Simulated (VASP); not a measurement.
OSZICAR of a VASP run on GaN (wurtzite):

### OSZICAR
```
       N       E                     dE             d eps       ncg     rms          rms(c)
DAV:   1     0.277738505185E+03    0.27774E+03   -0.18530E+04  1668   0.307E+03
DAV:   2     0.582284275858E+01   -0.27192E+03   -0.26422E+03  1752   0.529E+02
DAV:   3    -0.285776505297E+02   -0.34400E+02   -0.34148E+02  1848   0.155E+02
DAV:   4    -0.298927787376E+02   -0.13151E+01   -0.13117E+01  2174   0.327E+01
DAV:   5    -0.299162382135E+02   -0.23459E-01   -0.23450E-01  1810   0.388E+00    0.102E+01
DAV:   6    -0.262451175489E+02    0.36711E+01   -0.13419E+01  2928   0.575E+01    0.311E+00
DAV:   7    -0.263146773735E+02   -0.69560E-01   -0.15251E+00  1698   0.101E+01    0.263E+00
DAV:   8    -0.262905973417E+02    0.24080E-01   -0.28476E-01  2762   0.773E+00    0.898E-01
DAV:   9    -0.262676643695E+02    0.22933E-01   -0.11087E-01  2814   0.559E+00    0.292E-01
DAV:  10    -0.262684251619E+02   -0.76079E-03   -0.52272E-03  1814   0.759E-01    0.125E-01
DAV:  11    -0.262683535695E+02    0.71592E-04   -0.78747E-04  2454   0.531E-01    0.264E-02
DAV:  12    -0.262683583753E+02   -0.48058E-05   -0.13563E-04  1890   0.889E-02    0.133E-02
DAV:  13    -0.262683578670E+02    0.50829E-06   -0.17532E-05  2286   0.902E-02    0.317E-03
DAV:  14    -0.262683579508E+02   -0.83789E-07   -0.17118E-06  2368   0.281E-02    0.408E-03
DAV:  15    -0.262683577649E+02    0.18586E-06   -0.52972E-07  2004   0.652E-03    0.289E-04
DAV:  16    -0.262683577699E+02   -0.50222E-08   -0.32704E-08  1002   0.417E-03
   1 F= -.26268358E+02 E0= -.26268358E+02  d E =0.000000E+00
```

**Question.** Which electronic solver shows in the log?

**Answer.** It is blocked Davidson (ALGO = Normal, or the opening steps of other solvers). The INCAR had ALGO = Normal.

**Question.** Can the final energy be trusted as converged?

**Answer.** The run converged. It stopped with EDIFF = 1E-7, NELM = 100 (PBEsol GGA, plane waves, VASP's PBE PAW potentials (set 64)).

The compound is GaN in the wurtzite structure. It was relaxed first.
